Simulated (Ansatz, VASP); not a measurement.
## InCuO: VASP beside Ansatz

```
In Cu O
1.0
     3.82347    0.00000    0.00000
     0.00000    3.82347    0.00000
     0.00000    0.00000    6.25416
In Cu O
2 2 2
Direct
  0.00000 0.50000 0.82649
  0.50000 0.00000 0.17351
  0.50000 0.50000 0.50000
  0.00000 0.00000 0.50000
  0.50000 0.50000 0.00000
  0.00000 0.00000 0.00000
```

Alike in both runs: functional PBE; k mesh 3 × 3 × 2; occupations gaussian, width 0.15 eV; collinear spin.

Ansatz relaxed the structure, and its values are those at the end. VASP's run is a single point on that final structure, the one shown.

```csv
,VASP,Ansatz
version,VASP 6.6.1,Ansatz 0.2.0
potentials or method,"VASP PAW PBE potentials, release 64 (In_d, Cu, O)","scalar-relativistic, plane waves, PAW"
plane-wave cutoff (eV),520,420
valence electrons in the cell,60,76
```

```tsv
	VASP	Ansatz	Ansatz less VASP
gap on the k mesh at the Fermi level (eV)	none	none	-
pressure (GPa)	0.6	0.3	-0.35
rms of the force components (eV/Å)	0.013	0.001	-0.0118
net moment per atom (μB)	0.00	0.00	0.000
```

A gap of «none» marks a metal or a gap that the smearing closes. With one functional, cell and mesh, what is left measures potentials, basis and numerics. The two sets of potentials don't hold the same shells in valence. Ansatz warned: «seeded_moment_not_kept».

Caveats: the k mesh is coarse (spacing up to 0.55 Å⁻¹), so the values aren't converged; semilocal functionals often make such compounds metallic where correlation or magnetic order opens a gap, which also shifts bond lengths.
